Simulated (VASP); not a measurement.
Crystal: Sn.

```
Sn
1.0
    -2.91964    2.91964    1.59380
     2.91964   -2.91964    1.59380
     2.91964    2.91964   -1.59380
Sn
2
Direct
  0.00000 0.00000 0.00000
  0.75000 0.25000 0.50000
```

Base run:

* Program: VASP 6.6.1
* Functional: LDA
* Potentials or basis: VASP PAW LDA potentials, release 64 (Sn_d)
* Cutoff: 520 eV
* k mesh: 12 × 12 × 12
* Occupations: fermi-dirac, width 0.05 eV
* Spin: no spin polarisation

Its results: band gap on the k mesh none (metal or under the smearing width); pressure -2.1 GPa.

**Question.** After a change of settings the same cell gave: band gap on the k mesh none (metal or under the smearing width); pressure -2.6 GPa. Which change was it?
A. functional from LDA to PBEsol; potentials or basis from VASP PAW LDA potentials, release 64 (Sn_d) to VASP PAW PBE potentials, release 64 (Sn_d)
B. functional from LDA to PBEsol; potentials or basis from VASP PAW LDA potentials, release 64 (Sn_d) to VASP PAW PBE potentials, release 64 (Sn_d); cutoff from 520 eV to 300 eV
C. cutoff from 520 eV to 300 eV; k mesh from 12 × 12 × 12 to 4 × 4 × 4

**Answer.** C.

Caveats: some runs use coarse meshes.
